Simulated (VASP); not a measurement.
Input:

```yaml
crystal:
  lattice:
    - [0.00000, 3.01410, 3.01410]
    - [3.01410, 0.00000, 3.01410]
    - [3.01410, 3.01410, 0.00000]
  atoms:
    - { symbol: Al, position: [0.25000, 0.25000, 0.25000] }
    - { symbol: Al, position: [0.75000, 0.75000, 0.75000] }
    - { symbol: Pt, position: [0.00000, 0.00000, 0.00000] }
```

Level of theory: PBE GGA, VASP's PBE PAW potentials (set 64) (plane waves; VASP 6.6.1). Numerical set-up: 400 eV cut-off, 7×7×7 Γ-centred mesh, first-order Methfessel-Paxton smearing of 0.10 eV, potentials Al Pt.

Problem. Give the stress tensor in GPa (positive for a compressed cell).

Solution. 
```
-4.93   0.00   0.00
 0.00  -4.93   0.00
 0.00   0.00  -4.93
```
The pressure is its mean diagonal, -4.93 GPa.

The compound is PtAl2 in the fluorite structure. The cell was not relaxed at this level.
